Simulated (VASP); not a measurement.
Given:

```
CELL_PARAMETERS angstrom
      3.50521     0.00000     0.00000
      0.00000     3.50521     0.00000
      0.00000     0.00000     3.50521
ATOMIC_POSITIONS crystal
  Si 0.00000 0.00000 0.00000
  Ni 0.00000 0.50000 0.50000
  Ni 0.50000 0.00000 0.50000
  Ni 0.50000 0.50000 0.00000
```

Calculation: PBE GGA with D4 dispersion, VASP's PBE PAW potentials (set 64) (plane waves; VASP). Numerical set-up: 520 eV cut-off, 9×9×9 Γ-centred mesh, first-order Methfessel-Paxton smearing of 0.10 eV, potentials Si Ni.

Problem. Give the stress tensor in GPa (positive for a compressed cell).

Solution. 
```
-6.63   0.00   0.00
 0.00  -6.63   0.00
 0.00   0.00  -6.63
```
The pressure is its mean diagonal, -6.63 GPa.

The compound is Ni3Si in the L1_2 structure. This cell is one point of a volume scan, at 1.03 of the reference volume. The run is not spin-polarised, so no magnetic state was tried.
